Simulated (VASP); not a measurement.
Output of a VASP run:

### OSZICAR
```
       N       E                     dE             d eps       ncg     rms          rms(c)
DAV:   1    -0.179794274866E+00   -0.17979E+00   -0.13993E+03  1440   0.478E+02
DAV:   2    -0.344885662444E+01   -0.32691E+01   -0.30487E+01  1968   0.317E+01
DAV:   3    -0.346994205073E+01   -0.21085E-01   -0.21070E-01  2004   0.330E+00
DAV:   4    -0.346999681665E+01   -0.54766E-04   -0.54767E-04  2004   0.141E-01
DAV:   5    -0.346999697894E+01   -0.16229E-06   -0.16199E-06  1956   0.591E-03    0.930E-01
DAV:   6    -0.345361875792E+01    0.16378E-01   -0.21915E-04  1782   0.124E-01    0.591E-01
DAV:   7    -0.344201882415E+01    0.11600E-01   -0.75501E-04  1650   0.227E-01    0.269E-02
DAV:   8    -0.344198072372E+01    0.38100E-04   -0.18068E-05  2208   0.327E-02    0.619E-03
DAV:   9    -0.344197919161E+01    0.15321E-05   -0.11764E-06  1566   0.869E-03    0.626E-04
DAV:  10    -0.344197908755E+01    0.10406E-06   -0.19405E-08  1056   0.116E-03
   1 F= -.11912070E+01 E0= -.11911980E+01  d E =-.119121E+01
```

File OUTCAR:
```
------------------------ aborting loop because EDIFF is reached ----------------------------------------
  FORCE on cell =-STRESS in cart. coord.  units (eV):
  Direction    XX          YY          ZZ          XY          YZ          ZX
  --------------------------------------------------------------------------------------
  Total        2.2619019      2.2619027      2.2368588      0.0000000      0.0000000      0.0000000
  in kB      100.4944867    100.4945211     99.3818403      0.0000000      0.0000000      0.0000000
  external PRESSURE =       0.1236160 kB  Pullay stress =     100.0000000 kB
  volume of cell :       36.06
      direct lattice vectors                 reciprocal lattice vectors
     1.475065115 -2.554888162  0.000000000     0.338968087 -0.195703283  0.000000000
     1.475065115  2.554888162  0.000000000     0.338968087  0.195703283  0.000000000
     0.000000000  0.000000000  4.784417045     0.000000000  0.000000000  0.209011880
 POSITION                                       TOTAL-FORCE (eV/Angst)
 -----------------------------------------------------------------------------------
      1.47507      0.85163      1.19610        -0.000000      0.000000      0.000000
      1.47507     -0.85163      3.58831         0.000000     -0.000000      0.000000
 -----------------------------------------------------------------------------------
    total drift:                                0.000001     -0.000007      0.000001
  FREE ENERGIE OF THE ION-ELECTRON SYSTEM (eV)
  ---------------------------------------------------
  free  energy   TOTEN  =        -3.4419790876 eV

  energy  without entropy=       -3.4419522620  energy(sigma->0) =       -3.44197015
  enthalpy is  TOTEN    =        -1.1912069603 eV   P V=        2.2507721272

 reached required accuracy - stopping structural energy minimisation
```
(Selected blocks of OUTCAR.)

**POSCAR**
```
Mg
1
    1.4750651150    -2.5548881618    -0.0000000000
    1.4750651150     2.5548881618     0.0000000000
   -0.0000000000     0.0000000000     4.7844170452
Mg
2
Direct
  0.3333330000   0.6666670000   0.2500000000
  0.6666670000   0.3333330000   0.7500000000
```

Problem. Reconstruct the remaining input files.

Solution. Several could match; the one computed here: the input of the run itself, LDA (Ceperley-Alder, Perdew-Zunger), plane waves, VASP's LDA PAW potentials (set 64).

### KPOINTS
```
Automatic mesh
0
Gamma
14 14 8
0 0 0
```

### INCAR
```
! general
SYSTEM  = Mg
PREC    = Accurate
ENCUT   = 500
LREAL   = .FALSE.
LASPH   = .TRUE.

! electronic loop
EDIFF   = 1E-6   ! SCF stop (eV)
NELM    = 100   ! most electronic steps
ALGO    = Normal   ! blocked Davidson

! smearing
ISMEAR  = 1
SIGMA   = 0.1   ! width (eV)

! ions
IBRION  = 2
NSW     = 40   ! most ionic steps
ISIF    = 3
EDIFFG  = -0.02
PSTRESS = 100   ! kbar

! output
LWAVE   = .FALSE.
LCHARG  = .FALSE.
```

POTCAR, in this order: Mg (LDA.64 set). Program: vasp_std.

The compound is Mg in the hcp structure. It was relaxed first under an external pressure of 10 GPa.
